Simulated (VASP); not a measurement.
Here is the system:

```
CELL_PARAMETERS angstrom
      4.69074     0.00000     0.00000
      0.00000     4.69074     0.00000
      0.00000     0.00000     4.69074
ATOMIC_POSITIONS crystal
  Ce 0.00000 0.00000 0.00000
  In 0.00000 0.50000 0.50000
  In 0.50000 0.00000 0.50000
  In 0.50000 0.50000 0.00000
```
Starting moments (μB, in the order of the record's atoms Ce In In In): 1.0 0.0 0.0 0.0.

Calculation: PBEsol GGA, VASP's PBE PAW potentials (set 64) (plane waves; VASP). Numerical set-up: 300 eV cut-off, 5×5×5 Γ-centred mesh, Fermi-Dirac smearing of 0.10 eV, potentials Ce In_d.

### Question
Give the spin-up energies of bands 20 to 30 at the high-symmetry points, in eV from the Fermi level.

### Answer

| band | Γ | X | M | R |
|---|---|---|---|---|
| 20 | -8.58 | -6.83 | -6.15 | -4.80 |
| 21 | -2.84 | -6.28 | -4.77 | -4.80 |
| 22 | -2.84 | -1.73 | -4.77 | -4.80 |
| 23 | -1.07 | -1.33 | -3.07 | -3.30 |
| 24 | -1.07 | -1.33 | -0.35 | -1.33 |
| 25 | -1.07 | -1.01 | -0.35 | -1.33 |
| 26 | 0.09 | 0.10 | 0.17 | -1.33 |
| 27 | 0.09 | 0.10 | 0.17 | 0.26 |
| 28 | 0.09 | 0.28 | 0.25 | 0.26 |
| 29 | 0.41 | 0.40 | 0.33 | 0.26 |
| 30 | 0.65 | 0.40 | 0.34 | 0.39 |

### Question
Give the spin-down energies of bands 20 to 30 at the high-symmetry points, in eV from the Fermi level.

### Answer

```json
[
 {"band": "20", "Γ": "-8.57", "X": "-6.82", "M": "-6.15", "R": "-4.79"},
 {"band": "21", "Γ": "-2.82", "X": "-6.26", "M": "-4.76", "R": "-4.79"},
 {"band": "22", "Γ": "-2.82", "X": "-1.68", "M": "-4.76", "R": "-4.79"},
 {"band": "23", "Γ": "-1.03", "X": "-1.29", "M": "-3.03", "R": "-3.31"},
 {"band": "24", "Γ": "-1.03", "X": "-1.29", "M": "-0.29", "R": "-1.29"},
 {"band": "25", "Γ": "-1.03", "X": "-0.95", "M": "-0.29", "R": "-1.29"},
 {"band": "26", "Γ": "0.52", "X": "0.45", "M": "0.50", "R": "-1.29"},
 {"band": "27", "Γ": "0.52", "X": "0.45", "M": "0.54", "R": "0.71"},
 {"band": "28", "Γ": "0.52", "X": "0.58", "M": "0.54", "R": "0.71"},
 {"band": "29", "Γ": "0.70", "X": "0.69", "M": "0.72", "R": "0.71"},
 {"band": "30", "Γ": "0.95", "X": "0.77", "M": "0.72", "R": "0.73"}
]
```

It has no gap at this level: it comes out as a metal or semimetal.

The structure comes from a measured CeIn3 entry (Pm-3m) of the Crystallography Open Database, whose conditions weren't checked. The cell was not relaxed at this level. VASP warned that the highest band is occupied, so more bands are needed.
